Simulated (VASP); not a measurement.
# La3Ti (P6_3/mmc) in VASP: reference runs

How does La3Ti come out in PBE? The cell is run as given.

Everything below comes from runs of VASP 6.6.1. Logs are shortened: lines on timing, memory, paths and dates and some standing lists are left out, and cuts for length are marked.

## (1) Starting point

The structure is hexagonal, space group P6_3/mmc (No. 194). The conventional cell has a = 7.168 Å, b = 7.168 Å, c = 5.678 Å, α = 90.00°, β = 90.00°, γ = 120.00°. La (site symmetry mm2) is surrounded by 8 La at 3.38 to 3.79 Å and 4 Ti at 3.44 to 3.59 Å. Ti (site symmetry -6m2) has 12 La at 3.44 to 3.59 Å as nearest neighbours.

The cell comes from a database or a generator and needn't be the stable form of this composition.

## (2) Single point, PBE

Input file INCAR:

```
PREC = Accurate
ENCUT = 520
EDIFF = 1E-7
ISMEAR = -1
SIGMA = 0.05
LREAL = False
LASPH = True
NELM = 60
ALGO = Normal
ISIF = 2
LWAVE = False
LCHARG = False
GGA = PE
NBANDS = 55
```

Input file KPOINTS:

```
Automatic mesh
0
Gamma
  5 5 5
```

Input file POSCAR:

```
La3Ti
1.0
    7.1683401979      0.0000000000      0.0000000000
   -3.5841700990      6.2079647144      0.0000000000
    0.0000000000      0.0000000000      5.6777310000
La Ti
6 2
Direct
    0.1762195050      0.3524390100      0.2500000000
    0.1762195050      0.8237804950      0.2500000000
    0.6475609900      0.8237804950      0.2500000000
    0.8237804950      0.6475609900      0.7500000000
    0.8237804950      0.1762195050      0.7500000000
    0.3524390100      0.1762195050      0.7500000000
    0.3333333333      0.6666666667      0.7500000000
    0.6666666667      0.3333333333      0.2500000000
```

Potentials or basis: VASP PAW PBE potentials, release 64 (La, Ti_sv).

Launch:

```sh
$ cat potpaw_PBE.64/La/POTCAR potpaw_PBE.64/Ti_sv/POTCAR > POTCAR
$ mpirun -np 1 vasp_std > vasp.out
```

OUTCAR:

```text
PREC = Accurate
   ENCUT = 520
   EDIFF = 1E-7
   ISMEAR = -1
   LREAL = False
   LASPH = True
   NELM = 60
   ISIF = 2
   GGA = PE

 ion  position               nearest neighbor table
   1  0.176  0.352  0.250-   3 3.38   2 3.38   5 3.58   5 3.58   6 3.58   6 3.58
   2  0.176  0.824  0.250-   3 3.38   1 3.38   4 3.58   4 3.58   6 3.58   6 3.58
   3  0.648  0.824  0.250-   2 3.38   1 3.38   4 3.58   4 3.58   5 3.58   5 3.58
   4  0.824  0.648  0.750-   6 3.38   5 3.38   2 3.58   2 3.58   3 3.58   3 3.58
   5  0.824  0.176  0.750-   6 3.38   4 3.38   1 3.58   1 3.58   3 3.58   3 3.58
   6  0.352  0.176  0.750-   5 3.38   4 3.38   1 3.58   1 3.58   2 3.58   2 3.58
   7  0.333  0.667  0.750-
   8  0.667  0.333  0.250-

  LATTYP: Found a hexagonal cell.
 ALAT       =     7.1683401979
 C/A-ratio  =     0.7920565770

  Lattice vectors:

 A1 = (   7.1683401979,   0.0000000000,   0.0000000000)
 A2 = (  -3.5841700990,   6.2079647144,   0.0000000000)
 A3 = (   0.0000000000,   0.0000000000,   5.6777310000)

Analysis of symmetry for initial positions (statically):
=====================================================================
 Subroutine PRICEL returns:
 Original cell was already a primitive cell.

 Routine SETGRP: Setting up the symmetry group for a
 hexagonal supercell.

 Subroutine GETGRP returns: Found 24 space group operations
 (whereof 12 operations were pure point group operations)
 out of a pool of 24 trial point group operations.

The static configuration has the point symmetry D_3d.
 The point group associated with its full space group is D_6h.

Analysis of symmetry for dynamics (positions and initial velocities):
=====================================================================
 Subroutine PRICEL returns:
 Original cell was already a primitive cell.

 Routine SETGRP: Setting up the symmetry group for a
 hexagonal supercell.

 Subroutine GETGRP returns: Found 24 space group operations
 (whereof 12 operations were pure point group operations)
 out of a pool of 24 trial point group operations.

The dynamic configuration has the point symmetry D_3d.
 The point group associated with its full space group is D_6h.

 Subroutine INISYM returns: Found 24 space group operations
 (whereof 12 operations are pure point group operations),
 and found     1 'primitive' translations

----------------------------------------------------------------------------------------

                                     Primitive cell

  volume of cell :     252.6636

  direct lattice vectors                    reciprocal lattice vectors
     7.168340198  0.000000000  0.000000000     0.139502308  0.080541695  0.000000000
    -3.584170099  6.207964714  0.000000000     0.000000000  0.161083390  0.000000000
     0.000000000  0.000000000  5.677731000     0.000000000  0.000000000  0.176126696

  length of vectors
     7.168340198  7.168340198  5.677731000     0.161083390  0.161083390  0.176126696

  position of ions in fractional coordinates (direct lattice)
     0.176219505  0.352439010  0.250000000
     0.176219505  0.823780495  0.250000000
     0.647560990  0.823780495  0.250000000
     0.823780495  0.647560990  0.750000000
     0.823780495  0.176219505  0.750000000
     0.352439010  0.176219505  0.750000000
     0.333333333  0.666666667  0.750000000
     0.666666667  0.333333333  0.250000000

  ion indices of the primitive-cell ions
   primitive index   ion index
                 1           1
                 2           2
                 3           3
                 4           4
                 5           5
                 6           6
                 7           7
                 8           8

----------------------------------------------------------------------------------------

 KPOINTS: Automatic mesh

Automatic generation of k-mesh.
 Grid dimensions read from file:
 generate k-points for:    5    5    5

 Generating k-lattice:

  Cartesian coordinates                     Fractional coordinates (reciprocal lattice)
     0.027900462  0.016108339  0.000000000     0.200000000 -0.000000000  0.000000000
     0.000000000  0.032216678  0.000000000     0.000000000  0.200000000  0.000000000
     0.000000000  0.000000000  0.035225339     0.000000000  0.000000000  0.200000000

  Length of vectors
     0.032216678  0.032216678  0.035225339

  Shift w.r.t. Gamma in fractional coordinates (k-lattice)
     0.000000000  0.000000000  0.000000000

 Subroutine IBZKPT returns following result:
 ===========================================

 Found     15 irreducible k-points:

 Following reciprocal coordinates:
            Coordinates               Weight
  0.000000  0.000000  0.000000      1.000000
  0.200000  0.000000  0.000000      6.000000
  0.400000  0.000000  0.000000      6.000000
  0.200000  0.200000  0.000000      6.000000
  0.400000  0.200000  0.000000      6.000000
  0.000000  0.000000  0.200000      2.000000
  0.200000  0.000000  0.200000     12.000000
  0.400000  0.000000  0.200000     12.000000
  0.200000  0.200000  0.200000     12.000000
  0.400000  0.200000  0.200000     12.000000
  0.000000  0.000000  0.400000      2.000000
  0.200000  0.000000  0.400000     12.000000
  0.400000  0.000000  0.400000     12.000000
  0.200000  0.200000  0.400000     12.000000
  0.400000  0.200000  0.400000     12.000000
   k-points           NKPTS =     15   k-points in BZ     NKDIM =     15   number of bands    NBANDS=     55
   number of dos      NEDOS =    301   number of ions     NIONS =      8
   total plane-waves  NPLWV = 122472
   dimension x,y,z NGX =    54 NGY =   54 NGZ =   42
   dimension x,y,z NGXF=   108 NGYF=  108 NGZF=   84
   ions per type =               6   2
   NGX,Y,Z   is equivalent  to a cutoff of  12.52, 12.52, 12.30 a.u.
   NGXF,Y,Z  is equivalent  to a cutoff of  25.05, 25.05, 24.60 a.u.
 SYSTEM =  unknown system
   PREC   = accura    normal or accurate (medium, high low for compatibility)
   ISTART =      0    job   : 0-new  1-cont  2-samecut
   ICHARG =      2    charge: 1-file 2-atom 10-const
   ISPIN  =      1    spin polarized calculation?
   LNONCOLLINEAR =      F non collinear calculations
   LSORBIT =      F    spin-orbit coupling
   LASPH  =      T    aspherical Exc in radial PAW
   ENCUT  =  520.0 eV  38.22 Ry    6.18 a.u.  13.33 13.33 10.56*2*pi/ulx,y,z
   NELM   =     60;   NELMIN=  2; NELMDL= -5     # of ELM steps
   EDIFF  = 0.1E-06   stopping-criterion for ELM
   LREAL  =      F    real-space projection
   EDIFFG = 0.1E-05   stopping-criterion for IOM
   NSW    =      0    number of steps for IOM
   IBRION =     -1    ionic relax: 0-MD 1-quasi-New 2-CG
   NFREE  =      0    steps in history (QN), initial steepest desc. (CG)
   ISIF   =      2    stress and relaxation
   ISYM   =      2    0-nonsym 1-usesym 2-fastsym
   POTIM  = 0.5000    time-step for ionic-motion
   TEBEG  =    0.0;   TEEND  =   0.0 temperature during run
   PSTRESS=    0.0 pullay stress
   NELECT =      90.0000    total number of electrons
   NUPDOWN=      -1.0000    fix difference up-down
   EMIN   =  10.00;   EMAX   =-10.00  energy-range for DOS
   EFERMI =   0.00;   METHOD = LEGACY
   ISMEAR =    -1;   SIGMA  =   0.05  broadening in eV -4-tet -1-fermi 0-gaus
   EFERMI_NEDOS =   21; number of points for ismear=-14 and -15
   IALGO  =     38    algorithm
   IMIX   =      4    mixing-type and parameters
     AMIX     =   0.40;   BMIX     =  1.00
     AMIX_MAG =   1.60;   BMIX_MAG =  1.00
  volume/ion in A,a.u.               =      31.58       213.13
  Fermi-wavevector in a.u.,A,eV,Ry     =   1.160490  2.193008 18.323474  1.346737
  Thomas-Fermi vector in A             =   2.297072
   LORBIT       =      0    0 simple, 1 ext, 2 COOP (PROOUT), +10 PAW based schemes
   GGA     = PE    functional components
   LHFCALC =     F    Hartree Fock is set to
   AEXX    =    0.0000 exact exchange contribution
   IVDW    =     0    specifies the selected vdW correction
   LEPSILON=     F    determine dielectric tensor
   LRPA    =     F    only Hartree local field effects (RPA)
 non-spin polarized calculation
  energy-cutoff  :      520.00
  volume of cell :      252.66
 maximum number of plane-waves:      6830
 NGX is ok and might be reduce to    54
   NGX = 27   NGY = 27   NGZ = 21

 number of electron      90.0000003 magnetization

 Free energy of the ion-electron system (eV)
  ---------------------------------------------------
  ext. energy  EPLUGINS =         0.00000000
  ---------------------------------------------------
  free energy    TOTEN  =       -43.07675973 eV

  energy without entropy =      -42.92814701  energy(sigma->0) =      -43.00245337

 E-fermi :   8.0110     XC(G=0):  -9.9284

 val. band max:        8.0050185357   @ k =   0.4000   0.0000   0.4000
 cond. band min:       8.0137329952   @ k =   0.2000   0.2000   0.4000
 fundamental gap:      0.0087144595
 Fermi energy:         8.0110211530

 k-point     1 :       0.0000    0.0000    0.0000
  band No.  band energies     occupation
      1     -49.1787      2.00000
      2     -49.1787      2.00000
      3     -25.4412      2.00000
      4     -25.4412      2.00000
      5     -25.4404      2.00000
      6     -25.4404      2.00000
[... 47 lines left out ...]
     54       9.4074      0.00000
     55       9.4219      0.00000

 k-point     2 :       0.2000    0.0000    0.0000
  band No.  band energies     occupation
      1     -49.1787      2.00000
      2     -49.1787      2.00000
      3     -25.4423      2.00000
      4     -25.4420      2.00000
      5     -25.4404      2.00000
      6     -25.4399      2.00000
[... 47 lines left out ...]
     54       9.2391      0.00000
     55       9.3563      0.00000
[... 694 lines left out ...]
     54       8.8653      0.00000
     55       9.3080      0.00000

 k-point    15 :       0.4000    0.2000    0.4000
  band No.  band energies     occupation
      1     -49.1787      2.00000
      2     -49.1787      2.00000
      3     -25.4418      2.00000
      4     -25.4411      2.00000
      5     -25.4410      2.00000
      6     -25.4400      2.00000
[... 47 lines left out ...]
     54       8.7714      0.00000
     55       9.0316      0.00000

------------------------ aborting loop because EDIFF is reached ----------------------------------------

  FORCE on cell =-STRESS in cart. coord.  units (eV):
  Direction    XX          YY          ZZ          XY          YZ          ZX
  --------------------------------------------------------------------------------------
  -------------------------------------------------------------------------------------
  Total        0.0320997      0.0320997     -0.8323125     -0.0000000      0.0000000     -0.0000000
  in kB        0.2035488      0.2035488     -5.2778172     -0.0000000      0.0000000     -0.0000000
  external PRESSURE =      -1.6235732 kB  Pullay stress =       0.0000000 kB

 VOLUME and BASIS-vectors are now :
 -----------------------------------------------------------------------------
  energy-cutoff  :      520.00
  volume of cell :      252.66
      direct lattice vectors                 reciprocal lattice vectors
     7.168340198  0.000000000  0.000000000     0.139502308  0.080541695  0.000000000
    -3.584170099  6.207964714  0.000000000     0.000000000  0.161083390  0.000000000
     0.000000000  0.000000000  5.677731000     0.000000000  0.000000000  0.176126696

 POSITION                                       TOTAL-FORCE (eV/Angst)
 -----------------------------------------------------------------------------------
     -0.00000      2.18793      1.41943        -0.000000      0.020550      0.000000
     -1.68937      5.11400      1.41943         0.017797     -0.010275      0.000000
      1.68937      5.11400      1.41943        -0.017797     -0.010275      0.000000
      3.58417      4.02004      4.25830         0.000000     -0.020550     -0.000000
      5.27354      1.09396      4.25830        -0.017797      0.010275     -0.000000
      1.89480      1.09396      4.25830         0.017797      0.010275     -0.000000
     -0.00000      4.13864      4.25830        -0.000000      0.000000      0.000000
      3.58417      2.06932      1.41943        -0.000000      0.000000      0.000000
 -----------------------------------------------------------------------------------
    total drift:                               -0.000002      0.000001     -0.000000

  FREE ENERGIE OF THE ION-ELECTRON SYSTEM (eV)
  ---------------------------------------------------
  free  energy   TOTEN  =       -43.0767597347 eV

  energy  without entropy=      -42.9281470096  energy(sigma->0) =      -43.00245337
```

It took 10 min on 1 thread of Intel Xeon Platinum 8559C (Emerald Rapids), shared host; peak memory 0.45 GiB.

Results:

```
Free energy            : -43.0768 eV
Pressure               : -0.2 GPa
Largest force          : 0.021 eV/Å
Band gap on the k mesh : none (metal or under the smearing width)
```

Forces on the atoms (eV/Å):
```
La   0.000  0.021  0.000
La   0.018 -0.010  0.000
La  -0.018 -0.010  0.000
La   0.000 -0.021  0.000
La  -0.018  0.010  0.000
La   0.018  0.010  0.000
Ti   0.000  0.000  0.000
Ti   0.000  0.000  0.000
```

Levels at points of the mesh, in eV from the Fermi level:
```csv
k point,band 41,band 42,band 43,band 44,band 45,band 46,band 47,band 48,band 49,band 50
"(0.00, 0.00, 0.00)",-1.03,-0.94,-0.94,0.50,0.56,0.56,0.61,0.74,0.74,0.79
```
